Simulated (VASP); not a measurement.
Here is the system:

```xyz
6
Lattice="0.0000 3.5407 3.5407 3.5407 0.0000 3.5407 3.5407 3.5407 0.0000" Properties=species:S:1:pos:R:3 pbc="T T T"
Sm     0.0000     3.5407     3.5407
Cu     2.6648     2.6648     2.6648
Cu     2.6648     4.4167     4.4167
Cu     4.4167     4.4167     2.6648
Cu     4.4167     2.6648     4.4167
Ag     5.3111     5.3111     5.3111
```

Method: PBEsol GGA, VASP's PBE PAW potentials (set 64) (plane waves; VASP). Numerical set-up: 400 eV cut-off, Gaussian smearing of 0.050 eV, potentials Sm_3 Cu Ag.

The 4f electrons are frozen in the core of the lanthanide potential, so 4f levels, which can set the real gap, and their magnetism are missing.

Problem. Give the energies of bands 23 to 36 at the high-symmetry points, in eV from the Fermi level.

Solution. 
| band | Γ | X | U | L | W |
|---|---|---|---|---|---|
| 23 | -2.43 | -3.00 | -2.83 | -2.81 | -2.98 |
| 24 | -2.43 | -2.67 | -2.67 | -2.75 | -2.66 |
| 25 | -2.35 | -2.67 | -2.62 | -2.75 | -2.59 |
| 26 | -2.35 | -2.65 | -2.52 | -2.48 | -2.58 |
| 27 | -2.35 | -2.38 | -2.41 | -2.38 | -2.44 |
| 28 | -1.64 | -2.34 | -2.36 | -2.38 | -2.43 |
| 29 | -1.64 | -2.34 | -2.29 | -2.31 | -2.29 |
| 30 | -1.64 | -2.31 | -2.29 | -2.31 | -2.14 |
| 31 | -0.57 | -2.28 | -2.16 | -1.64 | -2.08 |
| 32 | -0.57 | -1.51 | -1.72 | -0.11 | -1.62 |
| 33 | -0.57 | 0.23 | -0.27 | -0.02 | -1.32 |
| 34 | -0.21 | 0.23 | 0.18 | -0.02 | 1.28 |
| 35 | 1.21 | 1.12 | 2.44 | 2.22 | 2.03 |
| 36 | 1.21 | 2.26 | 2.44 | 2.22 | 2.18 |

It has no gap at this level: it comes out as a metal or semimetal.

The structure comes from a computed database's SmCu4Ag entry (F-43m); how it stands against other phases isn't given here. It was relaxed first.
